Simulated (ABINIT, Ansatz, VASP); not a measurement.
# One structure in several programs: FeO (Fm-3m, 4 atoms in the cell)

Self-consistent single point.

```
CELL_PARAMETERS angstrom
      4.33000     2.16500     2.16500
      2.16500     4.33000     2.16500
      2.16500     2.16500     4.33000
ATOMIC_POSITIONS crystal
  Fe 0.00000 0.00000 0.00000
  Fe 0.50000 0.50000 0.50000
  O  0.25000 0.25000 0.25000
  O  0.75000 0.75000 0.75000
```
Moments meant for the start (each program seeds them in its own way; μB, in the order of the atoms Fe Fe O O): 4.0 -4.0 0.0 0.0.

All programs got the same cell, k-point mesh and kind of occupations, and the same starting moments (in Ansatz's words: kpoints.mp_grid.grid = 5 5 5; magnetization.spin_polarized = true; scf.occupations.method = fermi_dirac; scf.occupations.width = 0.02 eV); potentials, basis and cutoffs are each program's usual ones.

| code | model | pressure (GPa) | cutoff |
|---|---|---|---|
| VASP | PBE, VASP's PBE PAW potentials (set 64) | -9.18 | 400 eV |
| Ansatz | PBE, default PAW files | -4.43 | default |
| ABINIT | PBE, norm-conserving pseudopotentials (PseudoDojo nc-sr-05 PBE standard) | -4.07 | 1225 eV |

The spread over the programs that give each value: pressure within 5.11 GPa.

The starting cell has typed, rounded lattice constants, without a prior relaxation at this level. On Ansatz's run: The magnetic order is the one reached from the typed start; others were not searched systematically. The program warned that, by what it read of turns of the moments, another magnetic order lies lower. In the base run, with a pressure of about -4 GPa the cell is away from its equilibrium volume at this level. Without a gap this mesh is coarse (it stands for a supercell whose shortest vector is 15 Å).

Q: Why do the programs differ, and what cannot be compared?

A: Differences of this kind can come from the potentials, where these differ, and from what each basis and cutoff leave unconverged. The valence holds different numbers of electrons (VASP 28, Ansatz (an electronic-structure program) 44, ABINIT 44). The zero of total energies and Fermi levels follows the potentials and each program's conventions, so they are not compared here. Ansatz's pressure is given at a fixed set of plane waves, as the other plane-wave codes print theirs; with its correction for the finite basis it is -3.81 GPa (the shift of 0.63 GPa shows how far the cutoff is from converged). Site moments depend on each program's spheres or projections; the total moment of the cell does not. In the pressure, VASP (by 4.75) lies more than 1 GPa from the median of the plane-wave programs.

The shared mesh is coarse (it stands for a supercell whose shortest vector is 15 Å), so the values are not converged in it.

VASP's run is marked for a possible Pulay error in its stress at this cutoff; no cutoff test was made.

Left out of this page: Quantum ESPRESSO, GPAW, Elk, FLEUR and SIESTA (not drawn, or without a comparable value); CP2K (stopped by limits of time or memory).

Keys are those of Ansatz 0.2.
